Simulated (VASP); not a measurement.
OSZICAR of a VASP run on CuI (zinc blende):

**OSZICAR**
```
       N       E                     dE             d eps       ncg     rms          rms(c)
DAV:   1     0.133423651416E+03    0.13342E+03   -0.82312E+03   520   0.150E+03
DAV:   2     0.245770811976E+02   -0.10885E+03   -0.10199E+03   535   0.272E+02
DAV:   3     0.173268406050E+02   -0.72502E+01   -0.71394E+01   710   0.858E+01
DAV:   4     0.171009986920E+02   -0.22584E+00   -0.22566E+00   611   0.134E+01
DAV:   5     0.170934478368E+02   -0.75509E-02   -0.75505E-02   752   0.252E+00    0.734E+00
DAV:   6     0.186582759908E+02    0.15648E+01   -0.19102E+01   550   0.114E+02    0.555E+00
DAV:   7     0.192884929665E+02    0.63022E+00   -0.31520E+00   540   0.654E+01    0.174E+00
DAV:   8     0.192879348309E+02   -0.55814E-03   -0.32993E-01   729   0.125E+01    0.812E-01
DAV:   9     0.192918543860E+02    0.39196E-02   -0.22343E-02   779   0.348E+00    0.255E-01
DAV:  10     0.192901708838E+02   -0.16835E-02   -0.32534E-02   615   0.420E+00    0.222E-01
DAV:  11     0.192883142281E+02   -0.18567E-02   -0.44893E-02   525   0.634E+00    0.321E-01
DAV:  12     0.192892960188E+02    0.98179E-03   -0.31672E-02   580   0.552E+00    0.175E-01
DAV:  13     0.192881303285E+02   -0.11657E-02   -0.18196E-03   770   0.137E+00    0.867E-02
DAV:  14     0.192883098782E+02    0.17955E-03   -0.46561E-04   675   0.567E-01    0.318E-02
DAV:  15     0.192882235048E+02   -0.86373E-04   -0.21307E-04   625   0.366E-01    0.135E-02
DAV:  16     0.192882244952E+02    0.99037E-06   -0.29844E-05   735   0.915E-02    0.132E-02
DAV:  17     0.192882201983E+02   -0.42969E-05   -0.10027E-05   610   0.676E-02    0.773E-03
DAV:  18     0.192882220617E+02    0.18635E-05   -0.78038E-06   649   0.823E-02    0.182E-03
DAV:  19     0.192882222435E+02    0.18177E-06   -0.56188E-07   285   0.114E-02
   1 F= 0.19288222E+02 E0= 0.19288222E+02  d E =0.192882E+02
       N       E                     dE             d eps       ncg     rms          rms(c)
DAV:   1     0.190979303585E+02   -0.19029E+00   -0.31495E+00   520   0.447E+01    0.348E+00
DAV:   2     0.191810559881E+02    0.83126E-01   -0.24727E+00   520   0.476E+01    0.172E+00
DAV:   3     0.192782701155E+02    0.97214E-01   -0.56997E-01   520   0.283E+01    0.562E-01
DAV:   4     0.192834682991E+02    0.51982E-02   -0.40809E-02   520   0.223E+00    0.168E-01
DAV:   5     0.192833921969E+02   -0.76102E-04   -0.41356E-03   645   0.101E+00    0.227E-01
DAV:   6     0.192837954928E+02    0.40330E-03   -0.13493E-03   610   0.104E+00    0.139E-01
DAV:   7     0.192835694741E+02   -0.22602E-03   -0.20437E-03   590   0.111E+00    0.127E-01
DAV:   8     0.192838057688E+02    0.23629E-03   -0.32046E-03   520   0.166E+00    0.235E-02
DAV:   9     0.192838005385E+02   -0.52304E-05   -0.27196E-04   540   0.455E-01    0.195E-02
DAV:  10     0.192838008453E+02    0.30683E-06   -0.85232E-05   605   0.264E-01    0.753E-03
DAV:  11     0.192837998240E+02   -0.10213E-05   -0.36038E-06   485   0.389E-02    0.564E-03
DAV:  12     0.192837998761E+02    0.52097E-07   -0.20396E-06   477   0.412E-02
   2 F= 0.19283800E+02 E0= 0.19283800E+02  d E =-.442237E-02
       N       E                     dE             d eps       ncg     rms          rms(c)
DAV:   1     0.192830325514E+02   -0.76727E-03   -0.13674E-02   520   0.300E+00    0.216E-01
DAV:   2     0.192834253128E+02    0.39276E-03   -0.87939E-03   520   0.306E+00    0.974E-02
DAV:   3     0.192837550487E+02    0.32974E-03   -0.21327E-03   520   0.157E+00    0.433E-02
DAV:   4     0.192837917608E+02    0.36712E-04   -0.16916E-04   692   0.253E-01    0.105E-02
DAV:   5     0.192837935803E+02    0.18195E-05   -0.15014E-05   620   0.847E-02    0.115E-02
DAV:   6     0.192837944641E+02    0.88376E-06   -0.34919E-05   520   0.178E-01    0.103E-02
DAV:   7     0.192837993112E+02    0.48471E-05   -0.32538E-05   520   0.160E-01    0.413E-03
DAV:   8     0.192837984135E+02   -0.89763E-06   -0.36469E-06   520   0.569E-02
   3 F= 0.19283798E+02 E0= 0.19283798E+02  d E =-.442383E-02
       N       E                     dE             d eps       ncg     rms          rms(c)
DAV:   1     0.192836643497E+02   -0.13496E-03   -0.22887E-03   520   0.122E+00    0.891E-02
DAV:   2     0.192837510764E+02    0.86727E-04   -0.15099E-03   520   0.126E+00    0.404E-02
DAV:   3     0.192837925797E+02    0.41503E-04   -0.36152E-04   520   0.652E-01    0.175E-02
DAV:   4     0.192837961463E+02    0.35666E-05   -0.27378E-05   719   0.999E-02    0.432E-03
DAV:   5     0.192837948758E+02   -0.12706E-05   -0.23959E-06   366   0.342E-02    0.474E-03
DAV:   6     0.192837945618E+02   -0.31391E-06   -0.56851E-06   520   0.735E-02
   4 F= 0.19283795E+02 E0= 0.19283795E+02  d E =-.442768E-02
       N       E                     dE             d eps       ncg     rms          rms(c)
DAV:   1     0.192782480462E+02   -0.55468E-02   -0.10234E-01   520   0.822E+00    0.588E-01
DAV:   2     0.192814176747E+02    0.31696E-02   -0.64750E-02   520   0.838E+00    0.262E-01
DAV:   3     0.192836806188E+02    0.22629E-02   -0.15752E-02   520   0.422E+00    0.120E-01
DAV:   4     0.192839400885E+02    0.25947E-03   -0.12796E-03   676   0.723E-01    0.283E-02
DAV:   5     0.192839412324E+02    0.11439E-05   -0.11475E-04   620   0.241E-01    0.311E-02
DAV:   6     0.192839428940E+02    0.16616E-05   -0.27263E-04   520   0.498E-01    0.297E-02
DAV:   7     0.192839623705E+02    0.19477E-04   -0.26148E-04   520   0.456E-01    0.113E-02
DAV:   8     0.192839602496E+02   -0.21209E-05   -0.29137E-05   565   0.161E-01    0.258E-03
DAV:   9     0.192839609006E+02    0.65100E-06   -0.12327E-06   290   0.334E-02
   5 F= 0.19283961E+02 E0= 0.19283961E+02  d E =0.166339E-03
       N       E                     dE             d eps       ncg     rms          rms(c)
DAV:   1     0.192823266045E+02   -0.16336E-02   -0.26862E-02   520   0.420E+00    0.304E-01
DAV:   2     0.192832019561E+02    0.87535E-03   -0.17830E-02   520   0.430E+00    0.140E-01
DAV:   3     0.192837887825E+02    0.58683E-03   -0.42715E-03   520   0.225E+00    0.590E-02
DAV:   4     0.192838436954E+02    0.54913E-04   -0.31328E-04   727   0.329E-01    0.147E-02
DAV:   5     0.192838383052E+02   -0.53902E-05   -0.28301E-05   610   0.113E-01    0.164E-02
DAV:   6     0.192838380605E+02   -0.24466E-06   -0.63774E-05   520   0.242E-01    0.132E-02
DAV:   7     0.192838345598E+02   -0.35007E-05   -0.56847E-05   520   0.212E-01    0.574E-03
DAV:   8     0.192838361282E+02    0.15683E-05   -0.64390E-06   535   0.752E-02    0.105E-03
DAV:   9     0.192838360257E+02   -0.10247E-06   -0.21571E-07   260   0.140E-02
   6 F= 0.19283836E+02 E0= 0.19283836E+02  d E =0.414638E-04
       N       E                     dE             d eps       ncg     rms          rms(c)
DAV:   1     0.192835821095E+02   -0.25402E-03   -0.40434E-03   520   0.163E+00    0.118E-01
DAV:   2     0.192837278226E+02    0.14571E-03   -0.26677E-03   520   0.167E+00    0.538E-02
DAV:   3     0.192838060832E+02    0.78261E-04   -0.63961E-04   520   0.867E-01    0.231E-02
DAV:   4     0.192838130149E+02    0.69318E-05   -0.47578E-05   719   0.131E-01    0.564E-03
DAV:   5     0.192838112625E+02   -0.17524E-05   -0.43725E-06   535   0.451E-02    0.631E-03
DAV:   6     0.192838109261E+02   -0.33645E-06   -0.10345E-05   520   0.972E-02    0.540E-03
DAV:   7     0.192838092332E+02   -0.16929E-05   -0.91155E-06   520   0.852E-02    0.218E-03
DAV:   8     0.192838098107E+02    0.57754E-06   -0.97987E-07   260   0.299E-02
   7 F= 0.19283810E+02 E0= 0.19283810E+02  d E =0.152488E-04
```

Question: Which electronic solver shows in the log?

Answer: It is blocked Davidson (ALGO = Normal, or the opening steps of other solvers). The INCAR had ALGO = Normal.

Question: Can the final energy be trusted as converged?

Answer: Self-consistency was reached. It stopped with EDIFF = 1E-6, NELM = 100, NSW = 60 and EDIFFG = -0.01 after 7 ionic steps (revTPSS meta-GGA, plane waves, VASP's PBE PAW potentials (set 64)). Energy and stress use the plane-wave basis of the starting cell.

The compound is CuI in the zinc blende structure. This run relaxes it. Symmetry was kept, so distortions that lower it aren't found.
